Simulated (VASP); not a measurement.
**Zn: relaxation of cell and atoms with PBE**

Zn:

```
Zn
1.0
     2.63674    0.00000    0.00000
    -1.31837    2.28349    0.00000
     0.00000    0.00000    5.11751
Zn
2
Direct
  0.33333 0.66667 0.25000
  0.66667 0.33333 0.75000
```

| Property | Result |
| --- | --- |
| Program | VASP 6.6.1 |
| Task | relaxation of cell and atoms |
| Functional | PBE |
| Potentials or basis | VASP PAW PBE potentials, release 64 (Zn) |
| Cutoff | 600 eV |
| k mesh | 21 × 21 × 9 |
| Occupations | methfessel-paxton, width 0.1 eV |
| Spin | no spin polarisation |
| Further INCAR settings | ALGO = Normal; EDIFF = 1e-07; IBRION = 2; EDIFFG = -0.005; NSW = 90; ISIF = 3 |

```json
{
  "Pressure after relaxing": "0.0 GPa",
  "Band gap on the k mesh": "none (metal or under the smearing width)"
}
```

Final structure:
```
Zn
1.0
     2.63674    0.00000    0.00000
    -1.31837    2.28349    0.00000
     0.00000    0.00000    5.11751
Zn
2
Direct
  0.33333 0.66667 0.25000
  0.66667 0.33333 0.75000
```

Levels at points of the mesh, in eV from the Fermi level:
```csv
k point,band 9,band 10,band 11,band 12,band 13,band 14,band 15,band 16
"(0.00, 0.00, 0.00)",-7.16,-7.00,-7.00,-3.65,-3.44,12.17,16.00,18.28
```

Run time: 42 s on 1 thread of Intel(R) Xeon(R) 6975P-C (Granite Rapids), on a shared host, peak memory 0.25 GiB.

Caveat: the relaxation stopped at its first step, so nothing moved.
